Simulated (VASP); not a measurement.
Given:

```xyz
2
Lattice="1.4585 -2.5262 0.0000 1.4585 2.5262 0.0000 0.0000 0.0000 2.8400" Properties=species:S:1:pos:R:3 pbc="T T T"
W      0.0000     0.0000     0.0000
C      1.4585     0.8421     1.4200
```

The numbers are results of r2SCAN meta-GGA, VASP's PBE PAW potentials (set 64) (plane waves; VASP), not measurements. Settings: 520 eV cut-off, 16×16×14 Γ-centred mesh, tetrahedra with Blöchl corrections, potentials W_sv C.

Unless said otherwise, spin-orbit coupling is left out, though it shifts the bands of the heavy elements here.

Task: What does the run give for the energy per atom (σ→0), band gap (over mesh and band path) with the smallest direct gap where there is one?

Result: 
The band gap (over mesh and band path) is none (metal, semimetal or under 0.01 eV) and the energy per atom (σ→0) is -30807 meV/atom.

Only differences to runs with the same potentials and settings are physical.

The compound is WC in the wc structure. It was relaxed first.
